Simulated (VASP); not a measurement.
# Ca2ZrN2 (I4/mmm) in VASP: further runs, part 2 of 3

VASP 6.6.1.

### Step 4. Relaxation of cell and atoms, PBE

This run uses another cell than the first one, of 21.11 Å³/atom, 1.258 times its volume.

The input, INCAR:

```
SYSTEM = Ca2ZrN2
ALGO = Fast ; EDIFF = 1E-4
EDIFFG = -0.08 ; ENCUT = 520
GGA = PE ; IBRION = 2
ISIF = 3 ; ISMEAR = 0
KPAR = 2 ; LASPH = .TRUE.
LCHARG = .FALSE. ; LREAL = .FALSE.
LWAVE = .FALSE. ; NELM = 60
NSW = 24 ; PREC = Normal
SIGMA = 0.15
```

The input, KPOINTS:

```
k-points
0
G
  4 4 4
  0 0 0
```

The input, POSCAR:

```
Ca2ZrN2
1.0
   -2.4191155500      2.4191155500      4.5087052000
    2.4191155500     -2.4191155500      4.5087052000
    2.4191155500      2.4191155500     -4.5087052000
Ca Zr N
2 1 2
Direct
    0.5000000000      0.0000000000      0.5000000000
    0.0000000000      0.5000000000      0.5000000000
    0.0000000000      0.0000000000      0.0000000000
    0.7500000000      0.2500000000      0.5000000000
    0.2500000000      0.7500000000      0.5000000000
```

Potentials or basis: VASP PAW PBE potentials, release 64 (Ca_sv, Zr_sv, N).

Command:

```bash
cat potpaw_PBE.64/Ca_sv/POTCAR potpaw_PBE.64/Zr_sv/POTCAR potpaw_PBE.64/N/POTCAR > POTCAR
mpirun -np 2 vasp_std > vasp.out
```

OUTCAR:

```text
SYSTEM = Ca2ZrN2
   EDIFF = 1E-4
   EDIFFG = -0.08
   ENCUT = 520
   GGA = PE
   IBRION = 2
   ISIF = 3
   ISMEAR = 0
   LASPH = .TRUE.
   LREAL = .FALSE.
   NELM = 60
   NSW = 24
   PREC = Normal

 ion  position               nearest neighbor table
   1  0.500  0.000  0.500-   4 2.25   5 2.25   3 2.42   3 2.42
   2  0.000  0.500  0.500-   4 2.25   5 2.25   3 2.42   3 2.42
   3  0.000  0.000  0.000-   1 2.42   2 2.42   2 2.42   1 2.42
   4  0.750  0.250  0.500-   1 2.25   2 2.25
   5  0.250  0.750  0.500-   1 2.25   2 2.25

  LATTYP: Found a body centered tetragonal cell.
 ALAT       =     4.8382311000
 C/A-ratio  =     1.8637824886

  Lattice vectors:

 A1 = (  -2.4191155500,   2.4191155500,   4.5087052000)
 A2 = (   2.4191155500,  -2.4191155500,   4.5087052000)
 A3 = (   2.4191155500,   2.4191155500,  -4.5087052000)

Analysis of symmetry for initial positions (statically):
=====================================================================
 Subroutine PRICEL returns:
 Original cell was already a primitive cell.

 Routine SETGRP: Setting up the symmetry group for a
 body centered tetragonal supercell.

 Subroutine GETGRP returns: Found 16 space group operations
 (whereof 16 operations were pure point group operations)
 out of a pool of 16 trial point group operations.

The static configuration has the point symmetry D_4h.

Analysis of symmetry for dynamics (positions and initial velocities):
=====================================================================
 Subroutine PRICEL returns:
 Original cell was already a primitive cell.

 Routine SETGRP: Setting up the symmetry group for a
 body centered tetragonal supercell.

 Subroutine GETGRP returns: Found 16 space group operations
 (whereof 16 operations were pure point group operations)
 out of a pool of 16 trial point group operations.

The dynamic configuration has the point symmetry D_4h.

 Subroutine INISYM returns: Found 16 space group operations
 (whereof 16 operations are pure point group operations),
 and found     1 'primitive' translations

----------------------------------------------------------------------------------------

                                     Primitive cell

  volume of cell :     105.5419

  direct lattice vectors                    reciprocal lattice vectors
    -2.419115550  2.419115550  4.508705200     0.000000000  0.206687109  0.110896583
     2.419115550 -2.419115550  4.508705200     0.206687109  0.000000000  0.110896583
     2.419115550  2.419115550 -4.508705200     0.206687109  0.206687109  0.000000000

  length of vectors
     5.659740513  5.659740513  5.659740513     0.234558337  0.234558337  0.292299713

  position of ions in fractional coordinates (direct lattice)
     0.500000000  0.000000000  0.500000000
     0.000000000  0.500000000  0.500000000
     0.000000000  0.000000000  0.000000000
     0.750000000  0.250000000  0.500000000
     0.250000000  0.750000000  0.500000000

  ion indices of the primitive-cell ions
   primitive index   ion index
                 1           1
                 2           2
                 3           3
                 4           4
                 5           5

----------------------------------------------------------------------------------------

 KPOINTS: k-points

Automatic generation of k-mesh.
 Grid dimensions read from file:
 generate k-points for:    4    4    4

 Generating k-lattice:

  Cartesian coordinates                     Fractional coordinates (reciprocal lattice)
     0.000000000  0.051671777  0.027724146     0.250000000  0.000000000  0.000000000
     0.051671777  0.000000000  0.027724146     0.000000000  0.250000000  0.000000000
     0.051671777  0.051671777  0.000000000     0.000000000  0.000000000  0.250000000

  Length of vectors
     0.058639584  0.058639584  0.073074928

  Shift w.r.t. Gamma in fractional coordinates (k-lattice)
     0.000000000  0.000000000  0.000000000

 Subroutine IBZKPT returns following result:
 ===========================================

 Found     13 irreducible k-points:

 Following reciprocal coordinates:
            Coordinates               Weight
  0.000000  0.000000  0.000000      1.000000
  0.250000 -0.000000  0.000000      8.000000
  0.500000 -0.000000  0.000000      4.000000
  0.250000  0.250000  0.000000      8.000000
  0.500000  0.250000  0.000000     16.000000
 -0.250000  0.250000  0.000000      4.000000
  0.500000  0.500000  0.000000      2.000000
  0.250000  0.250000  0.250000      2.000000
 -0.250000  0.250000  0.250000      4.000000
  0.500000  0.500000  0.250000      4.000000
 -0.250000  0.500000  0.250000      8.000000
 -0.250000 -0.250000  0.250000      2.000000
  0.500000  0.500000  0.500000      1.000000
   k-points           NKPTS =     13   k-points in BZ     NKDIM =     13   number of bands    NBANDS=     25
   number of dos      NEDOS =    301   number of ions     NIONS =      5
   total plane-waves  NPLWV =  32768
   dimension x,y,z NGX =    32 NGY =   32 NGZ =   32
   dimension x,y,z NGXF=    64 NGYF=   64 NGZF=   64
   ions per type =               2   1   2
   NGX,Y,Z   is equivalent  to a cutoff of   9.40,  9.40,  9.40 a.u.
   NGXF,Y,Z  is equivalent  to a cutoff of  18.80, 18.80, 18.80 a.u.
 SYSTEM =  Ca2ZrN2
   PREC   = normal    normal or accurate (medium, high low for compatibility)
   ISTART =      0    job   : 0-new  1-cont  2-samecut
   ICHARG =      2    charge: 1-file 2-atom 10-const
   ISPIN  =      1    spin polarized calculation?
   LNONCOLLINEAR =      F non collinear calculations
   LSORBIT =      F    spin-orbit coupling
   LASPH  =      T    aspherical Exc in radial PAW
   ENCUT  =  520.0 eV  38.22 Ry    6.18 a.u.  10.52 10.52 10.52*2*pi/ulx,y,z
   NELM   =     60;   NELMIN=  2; NELMDL= -5     # of ELM steps
   EDIFF  = 0.1E-03   stopping-criterion for ELM
   LREAL  =      F    real-space projection
   EDIFFG = -.8E-01   stopping-criterion for IOM
   NSW    =     24    number of steps for IOM
   IBRION =      2    ionic relax: 0-MD 1-quasi-New 2-CG
   NFREE  =      1    steps in history (QN), initial steepest desc. (CG)
   ISIF   =      3    stress and relaxation
   ISYM   =      2    0-nonsym 1-usesym 2-fastsym
   POTIM  = 0.5000    time-step for ionic-motion
   TEBEG  =    0.0;   TEEND  =   0.0 temperature during run
   PSTRESS=    0.0 pullay stress
   NELECT =      42.0000    total number of electrons
   NUPDOWN=      -1.0000    fix difference up-down
   EMIN   =  10.00;   EMAX   =-10.00  energy-range for DOS
   EFERMI =   0.00;   METHOD = LEGACY
   ISMEAR =     0;   SIGMA  =   0.15  broadening in eV -4-tet -1-fermi 0-gaus
   EFERMI_NEDOS =   21; number of points for ismear=-14 and -15
   IALGO  =     68    algorithm
   IMIX   =      4    mixing-type and parameters
     AMIX     =   0.40;   BMIX     =  1.00
     AMIX_MAG =   1.60;   BMIX_MAG =  1.00
  volume/ion in A,a.u.               =      21.11       142.45
  Fermi-wavevector in a.u.,A,eV,Ry     =   1.204156  2.275526 19.728348  1.449993
  Thomas-Fermi vector in A             =   2.339890
   LORBIT       =      0    0 simple, 1 ext, 2 COOP (PROOUT), +10 PAW based schemes
   GGA     = PE    functional components
   LHFCALC =     F    Hartree Fock is set to
   AEXX    =    0.0000 exact exchange contribution
   IVDW    =     0    specifies the selected vdW correction
   LEPSILON=     F    determine dielectric tensor
   LRPA    =     F    only Hartree local field effects (RPA)
 conjugate gradient relaxation of ions
 non-spin polarized calculation
 RMM-DIIS sequential band-by-band and
 Gauss-broadening in eV      SIGMA  =   0.15
  energy-cutoff  :      520.00
  volume of cell :      105.54
 maximum number of plane-waves:      2856
   NGX = 21   NGY = 21   NGZ = 21

--------------------------------------- Ionic step        1  -------------------------------------------

 number of electron      41.9999978 magnetization

 Free energy of the ion-electron system (eV)
  ---------------------------------------------------
  ext. energy  EPLUGINS =         0.00000000
  ---------------------------------------------------
  free energy    TOTEN  =       -17.57644986 eV

  energy without entropy =      -17.50530748  energy(sigma->0) =      -17.54087867

 E-fermi :   3.0420     XC(G=0):  -9.1503

 val. band max:        2.9937551033   @ k =   0.2500  -0.0000   0.0000
 cond. band min:       3.0429409701   @ k =   0.2500   0.2500   0.0000
 fundamental gap:      0.0491858668
 Fermi energy:         3.0420452719

 k-point     1 :       0.0000    0.0000    0.0000
  band No.  band energies     occupation
      1     -46.3176      2.00000
      2     -36.6132      2.00000
      3     -36.6082      2.00000
      4     -24.9930      2.00000
      5     -24.9930      2.00000
      6     -24.4171      2.00000
[... 584 lines left out ...]
  energy  without entropy=      -20.0436485282  energy(sigma->0) =      -20.09371180

--------------------------------------- Ionic step        7  -------------------------------------------

 number of electron      41.9999987 magnetization

 Free energy of the ion-electron system (eV)
  ---------------------------------------------------
  ext. energy  EPLUGINS =         0.00000000
  ---------------------------------------------------
  free energy    TOTEN  =       -20.14985009 eV

  energy without entropy =      -20.05157541  energy(sigma->0) =      -20.10071275

 E-fermi :   1.2384     XC(G=0):  -7.7035

 val. band max:        1.2171755488   @ k =   0.2500  -0.0000   0.0000
 cond. band min:       1.2434003061   @ k =   0.5000  -0.0000   0.0000
 fundamental gap:      0.0262247573
 Fermi energy:         1.2383899067

 k-point     1 :       0.0000    0.0000    0.0000
  band No.  band energies     occupation
      1     -48.7418      2.00000
      2     -37.8758      2.00000
      3     -37.8685      2.00000
      4     -26.9638      2.00000
      5     -26.6743      2.00000
      6     -26.6743      2.00000
[... 385 lines left out ...]
  FREE ENERGIE OF THE ION-ELECTRON SYSTEM (eV)
  ---------------------------------------------------
  free  energy   TOTEN  =       -20.1498500935 eV

  energy  without entropy=      -20.0515754061  energy(sigma->0) =      -20.10071275

 reached required accuracy - stopping structural energy minimisation
```

CONTCAR:

```text
Ca2ZrN2
   1.00000000000000
    -2.9609746545879636    2.9609746545879636    4.2351510927990983
     2.9609746545879636   -2.9609746545879636    4.2351510927990983
     2.9609746545879636    2.9609746545879636   -4.2351510927990983
  Ca              Zr              N
     2     1     2
Direct
     0.5000000000000000    1.0000000000000000    0.5000000000000000
     0.0000000000000000    0.5000000000000000    0.5000000000000000
     0.0000000000000000    1.0000000000000000    0.0000000000000000
     0.7500000000000000    0.2500000000000000    0.5000000000000000
     0.2500000000000000    0.7500000000000000    0.5000000000000000

  0.00000000E+00  0.00000000E+00  0.00000000E+00
  0.00000000E+00  0.00000000E+00  0.00000000E+00
  0.00000000E+00  0.00000000E+00  0.00000000E+00
  0.00000000E+00  0.00000000E+00  0.00000000E+00
  0.00000000E+00  0.00000000E+00  0.00000000E+00
```

It took 85 s on 2 MPI ranks of Intel Xeon Platinum 8488C (Sapphire Rapids), shared host; peak memory 0.2 GiB.

What came out:

```yaml
Free_energy: -20.1499 eV
Relaxed_volume: 29.70 Å³/atom
Relaxed_cell: a = 5.956 Å, b = 5.956 Å, c = 5.956 Å, α = 120.38°, β = 120.38°, γ = 89.35°
Space_group_after_relaxing_to_0.05_Å: I4/mmm (No. 139)
Energy_gained_by_relaxing: 514.7 meV/atom
Ionic_steps: 7
Pressure_after_relaxing: 0.0 GPa
Band_gap_on_the_k_mesh: none (metal or under the smearing width)
```

The path:
```
step  energy change (eV)  largest force (eV/Å)  pressure (GPa)  volume (Å³)
   1              0.0000                0.0000            7.43       105.54
   2             -1.9960                0.0000            6.20       119.71
   3             -2.0993                0.0000            6.79       124.85
   4             -2.5508                0.0000           -1.01       154.89
   5             -2.5670                0.0000            0.06       149.52
   6             -2.5673                0.0000            0.05       150.04
   7             -2.5734                0.0000           -0.01       148.52
```

Final structure:
```
Ca Zr N
1.0
    -2.96097    2.96097    4.23515
     2.96097   -2.96097    4.23515
     2.96097    2.96097   -4.23515
Ca Zr N
2 1 2
Direct
  0.50000 0.00000 0.50000
  0.00000 0.50000 0.50000
  0.00000 0.00000 0.00000
  0.75000 0.25000 0.50000
  0.25000 0.75000 0.50000
```

Caveat: the k mesh is coarse (spacing up to 0.46 Å⁻¹), so the values aren't converged; the volume moved by over 15 % at a fixed basis, so the end points are rough; the relaxation stopped at a loose force limit of 0.08 eV/Å, so its end isn't a converged minimum.

(Part 2 of 3 ends here.)
